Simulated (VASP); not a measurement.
These are revPBE GGA, VASP's PBE PAW potentials (set 64) (plane waves; VASP) values and carry that method's errors.

The input files of a VASP run:

### KPOINTS
```
Automatic mesh
0
Gamma
  12 12 9
0 0 0
```

**POSCAR**
```
FePt
1.0
  2.7200000000   0.0000000000   0.0000000000
  0.0000000000   2.7200000000   0.0000000000
  0.0000000000   0.0000000000   3.7100000000
Fe Pt
1 1
direct
  0.0000000000   0.0000000000   0.0000000000
  0.5000000000   0.5000000000   0.5000000000
```

### INCAR
```
SYSTEM = FePt
PREC = Accurate
ENCUT = 520
EDIFF = 1E-6
NELM = 100
ALGO = Normal
LREAL = .FALSE.
LASPH = .TRUE.
ISMEAR = 1
SIGMA = 0.1
GGA = RE
LMAXMIX = 6
ISPIN = 2
MAGMOM = 3.0 0.0
LORBIT = 10
LWAVE = .FALSE.
LCHARG = .FALSE.
IBRION = 2
ISIF = 3
NSW = 60
EDIFFG = -0.01
```

POTCAR, in this order: Fe Pt (PBE.64 set). Program: vasp_std.

Output

### OUTCAR
```
 ion  position               nearest neighbor table
   1  0.000  0.000  0.000-   2 2.67   2 2.67   2 2.67   2 2.67   2 2.67   2 2.67   2 2.67   2 2.67
  LATTYP: Found a simple tetragonal cell.
 ALAT       =     2.7200000000
 C/A-ratio  =     1.3639705882
 Subroutine PRICEL returns:
 Original cell was already a primitive cell.
 Subroutine GETGRP returns: Found 16 space group operations
The static configuration has the point symmetry D_4h.
The dynamic configuration has the point symmetry D_4h.
The overall configuration has the point symmetry D_4h.
 Subroutine INISYM returns: Found 16 space group operations
 Subroutine IBZKPT returns following result:
 Found    140 irreducible k-points:

 Following reciprocal coordinates:
            Coordinates               Weight
  0.000000  0.000000  0.000000      1.000000
  0.083333  0.000000  0.000000      4.000000
  0.166667  0.000000  0.000000      4.000000
  0.250000  0.000000  0.000000      4.000000
  0.333333  0.000000  0.000000      4.000000
  0.416667  0.000000  0.000000      4.000000
  0.500000  0.000000  0.000000      2.000000
  0.083333  0.083333  0.000000      4.000000
  0.166667  0.083333  0.000000      8.000000
  0.250000  0.083333  0.000000      8.000000
  0.333333  0.083333  0.000000      8.000000
  0.416667  0.083333  0.000000      8.000000
  0.500000  0.083333  0.000000      4.000000
  0.166667  0.166667  0.000000      4.000000
  0.250000  0.166667  0.000000      8.000000
  0.333333  0.166667  0.000000      8.000000
  0.416667  0.166667  0.000000      8.000000
  0.500000  0.166667  0.000000      4.000000
  0.250000  0.250000  0.000000      4.000000
  0.333333  0.250000  0.000000      8.000000
  0.416667  0.250000  0.000000      8.000000
  0.500000  0.250000  0.000000      4.000000
  0.333333  0.333333  0.000000      4.000000
  0.416667  0.333333  0.000000      8.000000
  0.500000  0.333333  0.000000      4.000000
  0.416667  0.416667  0.000000      4.000000
  0.500000  0.416667  0.000000      4.000000
  0.500000  0.500000  0.000000      1.000000
  0.000000  0.000000  0.111111      2.000000
  0.083333  0.000000  0.111111      8.000000
  0.166667  0.000000  0.111111      8.000000
  0.250000  0.000000  0.111111      8.000000
  0.333333  0.000000  0.111111      8.000000
  0.416667  0.000000  0.111111      8.000000
  0.500000  0.000000  0.111111      4.000000
  0.083333  0.083333  0.111111      8.000000
  0.166667  0.083333  0.111111     16.000000
  0.250000  0.083333  0.111111     16.000000
  0.333333  0.083333  0.111111     16.000000
  0.416667  0.083333  0.111111     16.000000
   k-points           NKPTS =    140   k-points in BZ     NKDIM =    140   number of bands    NBANDS=     15
   number of dos      NEDOS =    301   number of ions     NIONS =      2
   total plane-waves  NPLWV =  11200
   dimension x,y,z NGX =    20 NGY =   20 NGZ =   28
   dimension x,y,z NGXF=    40 NGYF=   40 NGZF=   56
   ions per type =               1   1
   PREC   = accura    normal or accurate (medium, high low for compatibility)
   ISTART =      0    job   : 0-new  1-cont  2-samecut
   ICHARG =      2    charge: 1-file 2-atom 10-const
   ISPIN  =      2    spin polarized calculation?
   LNONCOLLINEAR =      F non collinear calculations
   LSORBIT =      F    spin-orbit coupling
   INIWAV =      1    electr: 0-lowe 1-rand  2-diag
   ENCUT  =  520.0 eV  38.22 Ry    6.18 a.u.   5.06  5.06  6.90*2*pi/ulx,y,z
   NELM   =    100;   NELMIN=  2; NELMDL= -5     # of ELM steps
   EDIFF  = 0.1E-05   stopping-criterion for ELM
   LREAL  =      F    real-space projection
   NLSPLINE    = F    spline interpolate recip. space projectors
...
```

### OSZICAR
```
       N       E                     dE             d eps       ncg     rms          rms(c)
DAV:   1     0.953196707144E+02    0.95320E+02   -0.87711E+03  8616   0.133E+03
DAV:   2    -0.118063472060E+02   -0.10713E+03   -0.96076E+02  8610   0.260E+02
DAV:   3    -0.151808918429E+02   -0.33745E+01   -0.32644E+01 10536   0.554E+01
DAV:   4    -0.152149641921E+02   -0.34072E-01   -0.34060E-01  9518   0.473E+00
DAV:   5    -0.152158749586E+02   -0.91077E-03   -0.91075E-03 11195   0.879E-01    0.167E+01
DAV:   6    -0.164120302938E+02   -0.11962E+01   -0.13986E+01  9183   0.834E+01    0.237E+01
DAV:   7    -0.140252273953E+02    0.23868E+01   -0.89946E+00 10824   0.789E+01    0.884E+00
DAV:   8    -0.140079923647E+02    0.17235E-01   -0.47341E-01  9963   0.107E+01    0.414E+00
DAV:   9    -0.139282526324E+02    0.79740E-01   -0.11673E-01 12058   0.734E+00    0.180E+00
DAV:  10    -0.139191456348E+02    0.91070E-02   -0.36801E-02 12755   0.376E+00    0.666E-01
DAV:  11    -0.139183926891E+02    0.75295E-03   -0.26915E-03 11926   0.972E-01    0.257E-01
DAV:  12    -0.139182843945E+02    0.10829E-03   -0.27986E-04 10931   0.248E-01    0.705E-02
DAV:  13    -0.139182884485E+02   -0.40540E-05   -0.49224E-05 11067   0.156E-01    0.393E-02
DAV:  14    -0.139182857246E+02    0.27238E-05   -0.56267E-06 10125   0.557E-02    0.140E-02
DAV:  15    -0.139182861125E+02   -0.38786E-06   -0.28783E-06  7598   0.408E-02
   1 F= -.13918286E+02 E0= -.13917930E+02  d E =-.139183E+02  mag=     3.2939
       N       E                     dE             d eps       ncg     rms          rms(c)
DAV:   1    -0.155215114956E+02   -0.16032E+01   -0.27615E+01  8442   0.730E+01    0.954E+00
DAV:   2    -0.139018783754E+02    0.16196E+01   -0.43877E+00  9282   0.274E+01    0.621E+00
DAV:   3    -0.139335361332E+02   -0.31658E-01   -0.28075E-01 10440   0.117E+01    0.467E+00
DAV:   4    -0.139034819057E+02    0.30054E-01   -0.18921E-01 10980   0.120E+01    0.206E+00
DAV:   5    -0.138926144408E+02    0.10867E-01   -0.62788E-02 10317   0.643E+00    0.149E+00
DAV:   6    -0.138891535204E+02    0.34609E-02   -0.84277E-03 12337   0.145E+00    0.269E-01
DAV:   7    -0.138893400931E+02   -0.18657E-03   -0.59254E-04 10219   0.264E-01    0.130E-01
DAV:   8    -0.138893993295E+02   -0.59236E-04   -0.43402E-05 10511   0.808E-02    0.523E-02
DAV:   9    -0.138894033242E+02   -0.39948E-05   -0.22307E-05 11277   0.994E-02    0.957E-03
DAV:  10    -0.138894045177E+02   -0.11935E-05   -0.23675E-06  8235   0.160E-02    0.440E-03
DAV:  11    -0.138894046084E+02   -0.90743E-07   -0.31115E-07  4522   0.114E-02
   2 F= -.13889405E+02 E0= -.13889086E+02  d E =0.288815E-01  mag=     3.4439
       N       E                     dE             d eps       ncg     rms          rms(c)
DAV:   1    -0.145260356588E+02   -0.63663E+00   -0.98101E+00  8456   0.421E+01    0.589E+00
DAV:   2    -0.139444831492E+02    0.58155E+00   -0.14931E+00  9352   0.143E+01    0.332E+00
DAV:   3    -0.139505558994E+02   -0.60728E-02   -0.62283E-02 11053   0.550E+00    0.143E+00
DAV:   4    -0.139486131295E+02    0.19428E-02   -0.47900E-02 10658   0.578E+00    0.118E+00
DAV:   5    -0.139441004610E+02    0.45127E-02   -0.71955E-03 10929   0.219E+00    0.469E-01
DAV:   6    -0.139433024910E+02    0.79797E-03   -0.28614E-03 11033   0.588E-01    0.118E-01
DAV:   7    -0.139433670743E+02   -0.64583E-04   -0.19117E-04 10939   0.226E-01    0.665E-02
DAV:   8    -0.139433882295E+02   -0.21155E-04   -0.10804E-05 10385   0.391E-02    0.410E-02
DAV:   9    -0.139433961342E+02   -0.79047E-05   -0.68420E-06  9604   0.285E-02    0.748E-03
DAV:  10    -0.139433961034E+02    0.30813E-07   -0.78022E-07  5356   0.140E-02
   3 F= -.13943396E+02 E0= -.13943154E+02  d E =-.251100E-01  mag=     3.3558
       N       E                     dE             d eps       ncg     rms          rms(c)
DAV:   1    -0.139434915283E+02   -0.95394E-04   -0.16906E-03  8477   0.563E-01    0.741E-02
DAV:   2    -0.139433943806E+02    0.97148E-04   -0.24416E-04  9387   0.201E-01    0.443E-02
DAV:   3    -0.139433950804E+02   -0.69976E-06   -0.73149E-06  9825   0.399E-02
   4 F= -.13943395E+02 E0= -.13943149E+02  d E =-.251090E-01  mag=     3.3550
       N       E                     dE             d eps       ncg     rms          rms(c)
DAV:   1    -0.139438696429E+02   -0.47526E-03   -0.21499E-02  9324   0.119E+00    0.127E-01
DAV:   2    -0.139437404221E+02    0.12922E-03   -0.94244E-04 11244   0.739E-01    0.148E-01
DAV:   3    -0.139435996425E+02    0.14078E-03   -0.53677E-04 10660   0.631E-01    0.711E-02
DAV:   4    -0.139435478845E+02    0.51758E-04   -0.89308E-05 11261   0.109E-01    0.259E-02
DAV:   5    -0.139435458759E+02    0.20086E-05   -0.79347E-06 11372   0.537E-02    0.849E-03
DAV:   6    -0.139435455146E+02    0.36136E-06   -0.51516E-07  4501   0.891E-03
   5 F= -.13943546E+02 E0= -.13943270E+02  d E =-.150434E-03  mag=     3.3515
       N       E                     dE             d eps       ncg     rms          rms(c)
DAV:   1    -0.139437768684E+02   -0.23099E-03   -0.15342E-02  9331   0.101E+00    0.108E-01
DAV:   2    -0.139437041246E+02    0.72744E-04   -0.78993E-04 11034   0.691E-01    0.140E-01
DAV:   3    -0.139435814217E+02    0.12270E-03   -0.41831E-04 10666   0.557E-01    0.558E-02
DAV:   4    -0.139435456020E+02    0.35820E-04   -0.64119E-05 10707   0.824E-02    0.218E-02
DAV:   5    -0.139435441303E+02    0.14718E-05   -0.56207E-06 10680   0.466E-02    0.720E-03
DAV:   6    -0.139435438530E+02    0.27730E-06   -0.39912E-07  4431   0.831E-03
   6 F= -.13943544E+02 E0= -.13943244E+02  d E =-.148773E-03  mag=     3.3482
       N       E                     dE             d eps       ncg     rms          rms(c)
DAV:   1    -0.139435447668E+02   -0.63654E-06   -0.60394E-05  9345   0.644E-02    0.723E-03
DAV:   2    -0.139435445781E+02    0.18868E-06   -0.34958E-06  8308   0.471E-02
   7 F= -.13943545E+02 E0= -.13943241E+02  d E =-.149498E-03  mag=     3.3481
       N       E                     dE             d eps       ncg     rms          rms(c)
DAV:   1    -0.139447743412E+02   -0.12296E-02   -0.23396E-02  8687   0.198E+00    0.263E-01
DAV:   2    -0.139434638282E+02    0.13105E-02   -0.33447E-03  9975   0.665E-01    0.153E-01
DAV:   3    -0.139434715686E+02   -0.77404E-05   -0.12568E-04 11116   0.248E-01    0.703E-02
DAV:   4    -0.139434661492E+02    0.54194E-05   -0.99887E-05 10660   0.259E-01    0.566E-02
DAV:   5    -0.139434555457E+02    0.10604E-04   -0.17879E-05 10858   0.113E-01    0.255E-02
DAV:   6    -0.139434527578E+02    0.27879E-05   -0.63107E-06  9303   0.243E-02    0.545E-03
DAV:   7    -0.139434529305E+02   -0.17267E-06   -0.32144E-07  4396   0.102E-02
   8 F= -.13943453E+02 E0= -.13943168E+02  d E =0.916476E-04  mag=     3.3510
       N       E                     dE             d eps       ncg     rms          rms(c)
DAV:   1    -0.139443780878E+02   -0.92533E-03   -0.14943E-02  8687   0.160E+00    0.211E-01
DAV:   2    -0.139435498236E+02    0.82826E-03   -0.21479E-03 10003   0.527E-01    0.124E-01
DAV:   3    -0.139435600405E+02   -0.10217E-04   -0.11135E-04 11171   0.252E-01    0.583E-02
DAV:   4    -0.139435547314E+02    0.53091E-05   -0.97258E-05 10585   0.259E-01    0.520E-02
DAV:   5    -0.139435466783E+02    0.80531E-05   -0.13762E-05 10808   0.987E-02    0.210E-02
DAV:   6    -0.139435464038E+02    0.27447E-06   -0.43412E-06  9809   0.221E-02
   9 F= -.13943546E+02 E0= -.13943249E+02  d E =-.182569E-05  mag=     3.3487
```

File OUTCAR:
```
------------------------ aborting loop because EDIFF is reached ----------------------------------------
  FORCE on cell =-STRESS in cart. coord.  units (eV):
  Direction    XX          YY          ZZ          XY          YZ          ZX
  --------------------------------------------------------------------------------------
  Total       -0.0001736     -0.0001736     -0.0069203      0.0000000      0.0000000      0.0000000
  in kB       -0.0097608     -0.0097608     -0.3890085      0.0000000      0.0000000      0.0000000
  external PRESSURE =      -0.1361767 kB  Pullay stress =       0.0000000 kB
  volume of cell :       28.50
      direct lattice vectors                 reciprocal lattice vectors
     2.747930716  0.000000000  0.000000000     0.363910194  0.000000000 -0.000000000
     0.000000000  2.747930716  0.000000000     0.000000000  0.363910194 -0.000000000
     0.000000000  0.000000000  3.774573288    -0.000000000  0.000000000  0.264930609
 POSITION                                       TOTAL-FORCE (eV/Angst)
 -----------------------------------------------------------------------------------
      0.00000      0.00000      3.77457         0.000000      0.000000      0.000000
      1.37397      1.37397      1.88729        -0.000000     -0.000000      0.000000
 -----------------------------------------------------------------------------------
    total drift:                                0.000000      0.000000      0.000000
  FREE ENERGIE OF THE ION-ELECTRON SYSTEM (eV)
  ---------------------------------------------------
  free  energy   TOTEN  =       -13.9435464038 eV

  energy  without entropy=      -13.9426527027  energy(sigma->0) =      -13.94324850

 total charge

# of ion       s       p       d       tot
------------------------------------------
    1        0.398   0.426   6.085   6.909
    2        0.700   0.631   8.042   9.373
--------------------------------------------------
tot          1.098   1.057  14.127  16.282

 magnetization (x)

# of ion       s       p       d       tot
------------------------------------------
    1        0.006  -0.010   3.006   3.002
    2       -0.026  -0.068   0.427   0.333
--------------------------------------------------
tot         -0.021  -0.077   3.433   3.335

 reached required accuracy - stopping structural energy minimisation
```
(Selected blocks of OUTCAR.)

File CONTCAR:
```
FePt
   1.00000000000000
     2.7479307161504276    0.0000000000000000    0.0000000000000000
     0.0000000000000000    2.7479307161504276    0.0000000000000000
     0.0000000000000000    0.0000000000000000    3.7745732877197655
  Fe              Pt
     1     1
Direct
     0.0000000000000000    0.0000000000000000    1.0000000000000000
     0.5000000000000000    0.5000000000000000    0.5000000000000000
```

Energy and stress use the plane-wave basis of the starting cell.

The compound is FePt in the L1_0 structure. This run relaxes it. Symmetry was kept, so distortions that lower it aren't found.
